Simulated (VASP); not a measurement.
All values below come from rev-vdW-DF2, VASP's PBE PAW potentials (set 64) (plane waves; VASP).

VASP input:

File POSCAR:
```
Er
1.0
  1.7713872663  -3.0681323142   0.0000000000
  1.7713872663   3.0681323142   0.0000000000
  0.0000000000   0.0000000000   5.4510566723
Er
2
Cart
  1.7713872663   1.0227128168   1.3627641681
  1.7713872663  -1.0227128168   4.0882925042
```

KPOINTS:
```
kpoints
0
Gamma
 11 11 6
```

### INCAR
```
# general
SYSTEM   = Er
PREC     = Accurate
ENCUT    = 520
LREAL    = .FALSE.
LASPH    = .TRUE.

# electronic loop
EDIFF    = 1E-6
NELM     = 100
ALGO     = Normal
LMAXMIX  = 6

# smearing
ISMEAR   = 1
SIGMA    = 0.1

# functional
GGA      = MK
LUSE_VDW = .TRUE.
AGGAC    = 0.0
PARAM1   = 0.1234568
PARAM2   = 0.7114
ZAB_VDW  = -1.8867

# ions
IBRION   = 2
NSW      = 60
ISIF     = 3
EDIFFG   = -0.01

# output
LWAVE    = .FALSE.
LCHARG   = .FALSE.
```

POTCAR, in this order: Er_3 (PBE.64 set). Program: vasp_std.

What VASP printed:

**OUTCAR**
```
 ion  position               nearest neighbor table
   1  0.333  0.667  0.250-   2 3.41   2 3.41   2 3.41   2 3.41   2 3.41   2 3.41
   2  0.667  0.333  0.750-   1 3.41   1 3.41   1 3.41   1 3.41   1 3.41   1 3.41
  LATTYP: Found a hexagonal cell.
 ALAT       =     3.5427741594
 C/A-ratio  =     1.5386407451
 Subroutine PRICEL returns:
 Original cell was already a primitive cell.
 Subroutine GETGRP returns: Found 24 space group operations
The static configuration has the point symmetry D_3d.
 The point group associated with its full space group is D_6h.
The dynamic configuration has the point symmetry D_3d.
 Subroutine INISYM returns: Found 24 space group operations
 Subroutine IBZKPT returns following result:
 Found     64 irreducible k-points:

 Following reciprocal coordinates:
            Coordinates               Weight
  0.000000  0.000000  0.000000      1.000000
  0.090909  0.000000  0.000000      6.000000
  0.181818 -0.000000  0.000000      6.000000
  0.272727 -0.000000  0.000000      6.000000
  0.363636 -0.000000  0.000000      6.000000
  0.454545  0.000000  0.000000      6.000000
  0.090909  0.090909  0.000000      6.000000
...
```

File OSZICAR:
```
       N       E                     dE             d eps       ncg     rms          rms(c)
DAV:   1     0.532319552300E+02    0.53232E+02   -0.86693E+03  2742   0.137E+03
DAV:   2    -0.185080456695E+01   -0.55083E+02   -0.53663E+02  2796   0.552E+02
DAV:   3    -0.435852669080E+01   -0.25077E+01   -0.23876E+01  3054   0.610E+01
DAV:   4    -0.446500988414E+01   -0.10648E+00   -0.10411E+00  2955   0.970E+00
DAV:   5    -0.446831645351E+01   -0.33066E-02   -0.33008E-02  2873   0.199E+00    0.249E+01
DAV:   6    -0.447705403560E+01   -0.87376E-02   -0.25278E-02  2801   0.315E+00    0.148E+01
DAV:   7    -0.449157087494E+01   -0.14517E-01   -0.47694E-02  2736   0.437E+00    0.374E-01
DAV:   8    -0.449155184300E+01    0.19032E-04   -0.30285E-03  2684   0.815E-01    0.716E-02
DAV:   9    -0.449157599689E+01   -0.24154E-04   -0.17510E-04  2859   0.174E-01    0.320E-02
DAV:  10    -0.449157388261E+01    0.21143E-05   -0.23326E-05  2816   0.592E-02    0.451E-02
DAV:  11    -0.449157471741E+01   -0.83480E-06   -0.22169E-06  2101   0.170E-02
   1 F= -.44915747E+01 E0= -.44930949E+01  d E =-.449157E+01
```

OUTCAR:
```
------------------------ aborting loop because EDIFF is reached ----------------------------------------
  FORCE on cell =-STRESS in cart. coord.  units (eV):
  Direction    XX          YY          ZZ          XY          YZ          ZX
  --------------------------------------------------------------------------------------
  Total       -0.0090648     -0.0090648      0.0067561     -0.0000000     -0.0000000     -0.0000000
  in kB       -0.2451158     -0.2451157      0.1826862     -0.0000000     -0.0000000     -0.0000000
  external PRESSURE =      -0.1025151 kB  Pullay stress =       0.0000000 kB
  volume of cell :       59.25
      direct lattice vectors                 reciprocal lattice vectors
     1.771387266 -3.068132314  0.000000000     0.282264646 -0.162965592  0.000000000
     1.771387266  3.068132314  0.000000000     0.282264646  0.162965592  0.000000000
     0.000000000  0.000000000  5.451056672     0.000000000  0.000000000  0.183450670
 POSITION                                       TOTAL-FORCE (eV/Angst)
 -----------------------------------------------------------------------------------
      1.77139      1.02271      1.36276         0.000000     -0.000000      0.000000
      1.77139     -1.02271      4.08829        -0.000000      0.000000      0.000000
 -----------------------------------------------------------------------------------
    total drift:                                0.000002      0.000085     -0.000012
  FREE ENERGIE OF THE ION-ELECTRON SYSTEM (eV)
  ---------------------------------------------------
  free  energy   TOTEN  =        -4.4915747174 eV

  energy  without entropy=       -4.4961352279  energy(sigma->0) =       -4.49309489

 reached required accuracy - stopping structural energy minimisation
```
(Selected blocks of OUTCAR.)

The 4f electrons are frozen in the core of the lanthanide potential, so 4f levels, which can set the real gap, and their magnetism are missing.

The compound is Er in the hcp structure. It was relaxed first. The start is the result of an earlier pass.
